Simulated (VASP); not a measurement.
# TiOs3 (Pm-3m) in VASP: equation of state

Aim: energy against volume of TiOs3 in PBE, for its equilibrium volume and stiffness.

Program: VASP 6.6.1. These are calculated values, not measurements. Logs are shortened: lines on timing, memory, paths and dates and some standing lists are left out, and cuts for length are marked.

## Step 1: Starting point

Symmetry: Pm-3m, No. 221, cubic system. The conventional cell has a = 3.888 Å, b = 3.888 Å, c = 3.888 Å, α = 90.00°, β = 90.00°, γ = 90.00°. Os (site symmetry 4/mmm) is surrounded by 8 Os at 2.75 Å and 4 Ti at 2.75 Å. Ti (site symmetry m-3m) has 12 Os at 2.75 Å as nearest neighbours.

The cell comes from a database or a generator and needn't be the stable form of this composition.

## Step 2: Equation of state, PBE, 13.81 Å³/atom (volume scaled by 0.94)

The input, INCAR:

```
PREC = Accurate
ENCUT = 520
EDIFF = 1E-7
ISMEAR = -1
SIGMA = 0.05
LREAL = False
LASPH = True
NELM = 80
ALGO = Normal
ISIF = 2
LWAVE = False
LCHARG = False
GGA = PE
NBANDS = 26
```

The input, KPOINTS:

```
Automatic mesh
0
Gamma
  7 7 7
```

The input, POSCAR:

```
TiOs3
1.0
    3.8083702208      0.0000000000      0.0000000000
    0.0000000000      3.8083702208      0.0000000000
    0.0000000000      0.0000000000      3.8083702208
Os Ti
3 1
Direct
    0.0000000000      0.5000000000      0.5000000000
    0.5000000000      0.0000000000      0.5000000000
    0.5000000000      0.5000000000      0.0000000000
    0.0000000000      0.0000000000      0.0000000000
```

Potentials or basis: VASP PAW PBE potentials, release 64 (Os, Ti_sv).

Command:

```sh
cat potpaw_PBE.64/Os/POTCAR potpaw_PBE.64/Ti_sv/POTCAR > POTCAR
mpirun -np 1 vasp_std > vasp.out
```

OUTCAR:

```text
PREC = Accurate
   ENCUT = 520
   EDIFF = 1E-7
   ISMEAR = -1
   LREAL = False
   LASPH = True
   NELM = 80
   ISIF = 2
   GGA = PE

 Found     20 irreducible k-points:

 Following reciprocal coordinates:
            Coordinates               Weight
  0.000000  0.000000  0.000000      1.000000
  0.142857  0.000000  0.000000      6.000000
  0.285714  0.000000  0.000000      6.000000
  0.428571  0.000000  0.000000      6.000000
  0.142857  0.142857  0.000000     12.000000
  0.285714  0.142857  0.000000     24.000000
   k-points           NKPTS =     20   k-points in BZ     NKDIM =     20   number of bands    NBANDS=     26
   number of dos      NEDOS =    301   number of ions     NIONS =      4
   total plane-waves  NPLWV =  21952
   dimension x,y,z NGX =    28 NGY =   28 NGZ =   28
   dimension x,y,z NGXF=    56 NGYF=   56 NGZF=   56
   ions per type =               3   1
   NGX,Y,Z   is equivalent  to a cutoff of  12.22, 12.22, 12.22 a.u.
   NGXF,Y,Z  is equivalent  to a cutoff of  24.45, 24.45, 24.45 a.u.
 SYSTEM =  unknown system
   PREC   = accura    normal or accurate (medium, high low for compatibility)
   ISTART =      0    job   : 0-new  1-cont  2-samecut
   ICHARG =      2    charge: 1-file 2-atom 10-const
   ISPIN  =      1    spin polarized calculation?
   LNONCOLLINEAR =      F non collinear calculations
   LSORBIT =      F    spin-orbit coupling
   LASPH  =      T    aspherical Exc in radial PAW
   ENCUT  =  520.0 eV  38.22 Ry    6.18 a.u.   7.08  7.08  7.08*2*pi/ulx,y,z
   NELM   =     80;   NELMIN=  2; NELMDL= -5     # of ELM steps
   EDIFF  = 0.1E-06   stopping-criterion for ELM
   LREAL  =      F    real-space projection
   EDIFFG = 0.1E-05   stopping-criterion for IOM
   NSW    =      0    number of steps for IOM
   IBRION =     -1    ionic relax: 0-MD 1-quasi-New 2-CG
   NFREE  =      0    steps in history (QN), initial steepest desc. (CG)
   ISIF   =      2    stress and relaxation
   ISYM   =      2    0-nonsym 1-usesym 2-fastsym
   POTIM  = 0.5000    time-step for ionic-motion
   TEBEG  =    0.0;   TEEND  =   0.0 temperature during run
   PSTRESS=    0.0 pullay stress
   NELECT =      36.0000    total number of electrons
   NUPDOWN=      -1.0000    fix difference up-down
   EMIN   =  10.00;   EMAX   =-10.00  energy-range for DOS
   EFERMI =   0.00;   METHOD = LEGACY
   ISMEAR =    -1;   SIGMA  =   0.05  broadening in eV -4-tet -1-fermi 0-gaus
   EFERMI_NEDOS =   21; number of points for ismear=-14 and -15
   IALGO  =     38    algorithm
   IMIX   =      4    mixing-type and parameters
     AMIX     =   0.40;   BMIX     =  1.00
     AMIX_MAG =   1.60;   BMIX_MAG =  1.00
  volume/ion in A,a.u.               =      13.81        93.19
  Fermi-wavevector in a.u.,A,eV,Ry     =   1.419395  2.682267 27.411402  2.014681
  Thomas-Fermi vector in A             =   2.540420
   LORBIT       =      0    0 simple, 1 ext, 2 COOP (PROOUT), +10 PAW based schemes
   GGA     = PE    functional components
   LHFCALC =     F    Hartree Fock is set to
   AEXX    =    0.0000 exact exchange contribution
   IVDW    =     0    specifies the selected vdW correction
   LEPSILON=     F    determine dielectric tensor
   LRPA    =     F    only Hartree local field effects (RPA)
 non-spin polarized calculation
  energy-cutoff  :      520.00
  volume of cell :       55.24
 maximum number of plane-waves:      1503
   NGX = 15   NGY = 15   NGZ = 15

 number of electron      36.0000003 magnetization

 Free energy of the ion-electron system (eV)
  ---------------------------------------------------
  ext. energy  EPLUGINS =         0.00000000
  ---------------------------------------------------
  free energy    TOTEN  =       -41.93072021 eV

  energy without entropy =      -41.88714644  energy(sigma->0) =      -41.90893333

 E-fermi :   9.4836     XC(G=0): -13.7605

 val. band max:        9.4325544570   @ k =   0.2857   0.2857   0.1429
 cond. band min:       9.5049993927   @ k =   0.4286   0.0000   0.0000
 fundamental gap:      0.0724449357
 Fermi energy:         9.4835770019

 k-point     1 :       0.0000    0.0000    0.0000
  band No.  band energies     occupation
      1     -46.7576      2.00000
      2     -23.0475      2.00000
      3     -23.0475      2.00000
      4     -23.0475      2.00000
      5      -0.2026      2.00000
      6       2.5847      2.00000
[... 18 lines left out ...]
     25      13.4076      0.00000
     26      14.0935      0.00000

 k-point     2 :       0.1429    0.0000    0.0000
  band No.  band energies     occupation
      1     -46.7568      2.00000
      2     -23.0570      2.00000
      3     -23.0496      2.00000
      4     -23.0496      2.00000
      5       0.1063      2.00000
      6       2.8050      2.00000
[... 18 lines left out ...]
     25      13.2521      0.00000
     26      14.0934      0.00000

 k-point     3 :       0.2857    0.0000    0.0000
  band No.  band energies     occupation
      1     -46.7550      2.00000
      2     -23.0783      2.00000
      3     -23.0542      2.00000
      4     -23.0542      2.00000
      5       0.9603      2.00000
      6       3.3644      2.00000
[... 18 lines left out ...]
     25      13.2346      0.00000
     26      14.0935      0.00000

 k-point     4 :       0.4286    0.0000    0.0000
  band No.  band energies     occupation
      1     -46.7536      2.00000
      2     -23.0953      2.00000
      3     -23.0579      2.00000
      4     -23.0579      2.00000
      5       2.0072      2.00000
      6       3.6838      2.00000
[... 18 lines left out ...]
     25      13.2370      0.00000
     26      14.0940      0.00000

 k-point     5 :       0.1429    0.1429    0.0000
  band No.  band energies     occupation
      1     -46.7561      2.00000
      2     -23.0622      2.00000
      3     -23.0540      2.00000
      4     -23.0516      2.00000
      5       0.4015      2.00000
      6       3.0216      2.00000
[... 18 lines left out ...]
     25      13.7399      0.00000
     26      14.4789      0.00000

 k-point     6 :       0.2857    0.1429    0.0000
  band No.  band energies     occupation
      1     -46.7546      2.00000
      2     -23.0786      2.00000
      3     -23.0591      2.00000
      4     -23.0561      2.00000
      5       1.2214      2.00000
      6       3.5833      2.00000
[... 18 lines left out ...]
     25      13.5312      0.00000
     26      13.6331      0.00000

 [... further k-points ...]
[... 5 lines left out ...]
  --------------------------------------------------------------------------------------
  -------------------------------------------------------------------------------------
  Total        7.0072420      7.0072420      7.0072420      0.0000000     -0.0000000     -0.0000000
  in kB      203.2545237    203.2545237    203.2545237      0.0000000     -0.0000000     -0.0000000
  external PRESSURE =     203.2545237 kB  Pullay stress =       0.0000000 kB

 VOLUME and BASIS-vectors are now :
 -----------------------------------------------------------------------------
  energy-cutoff  :      520.00
  volume of cell :       55.24
      direct lattice vectors                 reciprocal lattice vectors
     3.808370221  0.000000000  0.000000000     0.262579514  0.000000000  0.000000000
     0.000000000  3.808370221  0.000000000     0.000000000  0.262579514  0.000000000
     0.000000000  0.000000000  3.808370221     0.000000000  0.000000000  0.262579514

 POSITION                                       TOTAL-FORCE (eV/Angst)
 -----------------------------------------------------------------------------------
      0.00000      1.90419      1.90419         0.000000      0.000000      0.000000
      1.90419      0.00000      1.90419         0.000000      0.000000      0.000000
      1.90419      1.90419      0.00000         0.000000      0.000000      0.000000
      0.00000      0.00000      0.00000         0.000000      0.000000      0.000000
 -----------------------------------------------------------------------------------
    total drift:                               -0.000000      0.000000      0.000000

  FREE ENERGIE OF THE ION-ELECTRON SYSTEM (eV)
  ---------------------------------------------------
  free  energy   TOTEN  =       -41.9307202108 eV

  energy  without entropy=      -41.8871464403  energy(sigma->0) =      -41.90893333
```

Run time: 17 s. Hardware: 1 thread of Intel Xeon 6975P-C (Granite Rapids), shared host; peak memory 0.17 GiB.

Results:

```
Free energy            : -41.9307 eV
Pressure               : 20.3 GPa
Band gap on the k mesh : none (metal or under the smearing width)
```

## Step 3: Equation of state, PBE, 14.10 Å³/atom (volume scaled by 0.96)

INCAR, as its differences from that of step 2:

```diff
@@ -7,3 +7,3 @@
 LASPH = True
-NELM = 80
+NELM = 100
 ALGO = Normal
```

The input, KPOINTS:

```
regular mesh
0
Gamma
  7 7 7
```

The input, POSCAR:

```
TiOs3
1.0
    3.8351906130      0.0000000000      0.0000000000
    0.0000000000      3.8351906130      0.0000000000
    0.0000000000      0.0000000000      3.8351906130
Os Ti
3 1
Direct
    0.0000000000      0.5000000000      0.5000000000
    0.5000000000      0.0000000000      0.5000000000
    0.5000000000      0.5000000000      0.0000000000
    0.0000000000      0.0000000000      0.0000000000
```

Potentials or basis: VASP PAW PBE potentials, release 64 (Os, Ti_sv).

Command:

```sh
cat potpaw_PBE.64/Os/POTCAR potpaw_PBE.64/Ti_sv/POTCAR > POTCAR
mpirun -np 1 vasp_std > vasp.out
```

Wall time 23 s (1 thread of Intel Xeon 6975P-C (Granite Rapids), shared host); peak memory 0.18 GiB.

Results (log left out):

```
Free energy            : -42.0506 eV
Pressure               : 12.3 GPa
Band gap on the k mesh : none (metal or under the smearing width)
```

## Step 4: Equation of state, PBE, 14.40 Å³/atom (volume scaled by 0.98)

The input, INCAR:

```
SYSTEM = TiOs3
ALGO = Normal
EDIFF = 1E-7
ENCUT = 520
GGA = PE
ISIF = 2
ISMEAR = -1
LASPH = .True.
LCHARG = .False.
LREAL = .False.
LWAVE = .False.
NBANDS = 26
NELM = 100
PREC = Accurate
SIGMA = 0.05
```

The input, KPOINTS:

```
k-points
0
Gamma
  7 7 7
  0 0 0
```

The input, POSCAR:

```
TiOs3
1.0
    3.8616410393      0.0000000000      0.0000000000
    0.0000000000      3.8616410393      0.0000000000
    0.0000000000      0.0000000000      3.8616410393
Os Ti
3 1
Direct
    0.0000000000      0.5000000000      0.5000000000
    0.5000000000      0.0000000000      0.5000000000
    0.5000000000      0.5000000000      0.0000000000
    0.0000000000      0.0000000000      0.0000000000
```

Command:

```sh
cat potpaw_PBE.64/Os/POTCAR potpaw_PBE.64/Ti_sv/POTCAR > POTCAR
mpirun -np 1 vasp_std > vasp.out
```

Wall time 23 s (1 thread of Intel Xeon 6975P-C (Granite Rapids), shared host); peak memory 0.18 GiB.

The run converged. Its results:

* Free energy: -42.1145 eV
* Pressure: 5.1 GPa
* Band gap on the k mesh: none (metal or under the smearing width)

## Step 5: Equation of state, PBE, 14.98 Å³/atom (volume scaled by 1.02)

The input, INCAR:

```
PREC = Accurate ; ENCUT = 520
EDIFF = 1E-7 ; ISMEAR = -1
SIGMA = 0.05 ; LREAL = False
LASPH = True ; NELM = 100
ALGO = Normal ; ISIF = 2
LWAVE = False ; LCHARG = False
GGA = PE ; NBANDS = 26
```

The input, KPOINTS:

```
regular mesh
0
Gamma
  7 7 7
```

The input, POSCAR:

```
TiOs3
1.0
    3.9134813331      0.0000000000      0.0000000000
    0.0000000000      3.9134813331      0.0000000000
    0.0000000000      0.0000000000      3.9134813331
Os Ti
3 1
Direct
    0.0000000000      0.5000000000      0.5000000000
    0.5000000000      0.0000000000      0.5000000000
    0.5000000000      0.5000000000      0.0000000000
    0.0000000000      0.0000000000      0.0000000000
```

Command:

```sh
cat potpaw_PBE.64/Os/POTCAR potpaw_PBE.64/Ti_sv/POTCAR > POTCAR
mpirun -np 1 vasp_std > vasp.out
```

Wall time 21 s (1 thread of Intel Xeon 6975P-C (Granite Rapids), shared host); peak memory 0.18 GiB.

It converged, with:

| Quantity | Value |
| --- | --- |
| Free energy | -42.0980 eV |
| Pressure | -7.1 GPa |
| Band gap on the k mesh | none (metal or under the smearing width) |

## Step 6: Equation of state, PBE, 15.28 Å³/atom (volume scaled by 1.04)

The input, INCAR:

```
SYSTEM = TiOs3
PREC = Accurate
ENCUT = 520
EDIFF = 1E-7
ISMEAR = -1
SIGMA = 0.05
LREAL = .FALSE.
LASPH = .TRUE.
NELM = 80
ALGO = Normal
ISIF = 2
LWAVE = .FALSE.
LCHARG = .FALSE.
GGA = PE
NBANDS = 26
```

The input, KPOINTS:

```
Automatic mesh
0
G
  7 7 7
  0 0 0
```

The input, POSCAR:

```
TiOs3
1.0
    3.9388942617      0.0000000000      0.0000000000
    0.0000000000      3.9388942617      0.0000000000
    0.0000000000      0.0000000000      3.9388942617
Os Ti
3 1
Direct
    0.0000000000      0.5000000000      0.5000000000
    0.5000000000      0.0000000000      0.5000000000
    0.5000000000      0.5000000000      0.0000000000
    0.0000000000      0.0000000000      0.0000000000
```

Potentials or basis: VASP PAW PBE potentials, release 64 (Os, Ti_sv).

Command:

```sh
cat potpaw_PBE.64/Os/POTCAR potpaw_PBE.64/Ti_sv/POTCAR > POTCAR
mpirun -np 1 vasp_std > vasp.out
```

Wall time 22 s (1 thread of Intel Xeon 6975P-C (Granite Rapids), shared host); peak memory 0.18 GiB.

It converged, with:

* Free energy: -42.0279 eV
* Pressure: -12.2 GPa
* Band gap on the k mesh: none (metal or under the smearing width)

[end of part 1 of 2]
